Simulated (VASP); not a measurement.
Level of theory: PBE GGA + U (Dudarev), VASP's PBE PAW potentials (set 64) (plane waves; VASP).

VASP input:

POSCAR:
```
TiB2
1
    1.5276560000    -2.6027400000     0.0000000000
    1.5276560000     2.6027400000     0.0000000000
    0.0000000000     0.0000000000     3.1789610000
Ti B
1 2
Direct
  0.0000000000   0.0000000000   0.0000000000
  0.3333330000   0.6666670000   0.5000000000
  0.6855250000   0.3521910000   0.5000000000
```

### INCAR
```
SYSTEM = TiB2
PREC = Accurate; ENCUT = 520; LREAL = .FALSE.
LASPH = .TRUE.
EDIFF = 1E-6; NELM = 100; ALGO = Normal
LMAXMIX = 4
ISMEAR = 1; SIGMA = 0.1
GGA = PE
LDAUL = 2 -1
LDAUU = 4.0 0
LDAUJ = 0 0
LDAU = .TRUE.; LDAUTYPE = 2; LDAUPRINT = 1
ISIF = 2
LWAVE = .FALSE.; LCHARG = .FALSE.; LORBIT = 10
```

KPOINTS:
```
Automatic mesh
0
Gamma
10 10 9
0 0 0
```

POTCAR, in this order: Ti_sv B (PBE.64 set). Program: vasp_std.

What VASP printed:

**OSZICAR**
```
       N       E                     dE             d eps       ncg     rms          rms(c)
DAV:   1     0.130536353992E+03    0.13054E+03   -0.93649E+03  6760   0.159E+03
DAV:   2    -0.171800072119E+02   -0.14772E+03   -0.14386E+03  6890   0.397E+02
DAV:   3    -0.269370011086E+02   -0.97570E+01   -0.96175E+01 10043   0.953E+01
DAV:   4    -0.272709712169E+02   -0.33397E+00   -0.33347E+00  8769   0.163E+01
DAV:   5    -0.272807418417E+02   -0.97706E-02   -0.97702E-02 10233   0.244E+00    0.170E+01
DAV:   6    -0.210658257066E+02    0.62149E+01   -0.27645E+01  9023   0.631E+01    0.377E+00
DAV:   7    -0.211512824682E+02   -0.85457E-01   -0.13735E+00  7591   0.121E+01    0.287E+00
DAV:   8    -0.211632091298E+02   -0.11927E-01   -0.10857E-01 10506   0.326E+00    0.575E-01
DAV:   9    -0.211646423481E+02   -0.14332E-02   -0.12027E-02  8414   0.150E+00    0.152E-01
DAV:  10    -0.211646194112E+02    0.22937E-04   -0.34044E-03  8711   0.865E-01    0.130E-01
DAV:  11    -0.211644372069E+02    0.18220E-03   -0.54588E-04  9021   0.290E-01    0.408E-02
DAV:  12    -0.211644316753E+02    0.55316E-05   -0.43514E-05  8560   0.751E-02    0.132E-02
DAV:  13    -0.211644327525E+02   -0.10771E-05   -0.48045E-06  7020   0.236E-02    0.414E-03
DAV:  14    -0.211644328392E+02   -0.86727E-07   -0.79274E-07  4126   0.981E-03
   1 F= -.21164433E+02 E0= -.21164307E+02  d E =-.378485E-03
```

File OUTCAR:
```
------------------------ aborting loop because EDIFF is reached ----------------------------------------
  FORCE on cell =-STRESS in cart. coord.  units (eV):
  Direction    XX          YY          ZZ          XY          YZ          ZX
  --------------------------------------------------------------------------------------
  Total        0.8095073      2.2352583      2.9670027     -0.0908902      0.0000000      0.0000000
  in kB       51.3050104    141.6663618    188.0429150     -5.7604463      0.0000000      0.0000000
  external PRESSURE =     127.0047624 kB  Pullay stress =       0.0000000 kB
  volume of cell :       25.28
      direct lattice vectors                 reciprocal lattice vectors
     1.527656000 -2.602740000  0.000000000     0.327298816 -0.192105243  0.000000000
     1.527656000  2.602740000  0.000000000     0.327298816  0.192105243  0.000000000
     0.000000000  0.000000000  3.178961000     0.000000000  0.000000000  0.314568188
 POSITION                                       TOTAL-FORCE (eV/Angst)
 -----------------------------------------------------------------------------------
      0.00000      0.00000      0.00000         0.448284      0.014963      0.000000
      1.52766      0.86758      1.58948         0.627795     -0.025646      0.000000
      1.58527     -0.86758      1.58948        -1.076080      0.010682      0.000000
 -----------------------------------------------------------------------------------
    total drift:                               -0.000014     -0.000007      0.000000
  FREE ENERGIE OF THE ION-ELECTRON SYSTEM (eV)
  ---------------------------------------------------
  free  energy   TOTEN  =       -21.1644328392 eV

  energy  without entropy=      -21.1640543545  energy(sigma->0) =      -21.16430668

 total charge

# of ion       s       p       d       tot
------------------------------------------
    1        2.189   6.235   1.918  10.341
    2        0.690   1.355   0.000   2.045
    3        0.690   1.355   0.000   2.046
--------------------------------------------------
tot          3.569   8.945   1.918  14.432
```
(Selected blocks of OUTCAR.)

The compound is TiB2 in the AlB2 type structure. The cell was not relaxed at this level, atoms are displaced from their ideal sites. The run is one of a series of settings (LDAU = .TRUE., LDAUJ = 0 0, LDAUL = 2 -1, LDAUTYPE = 2, LDAUU = 4.0 0 against the base run), some of them coarse on purpose.
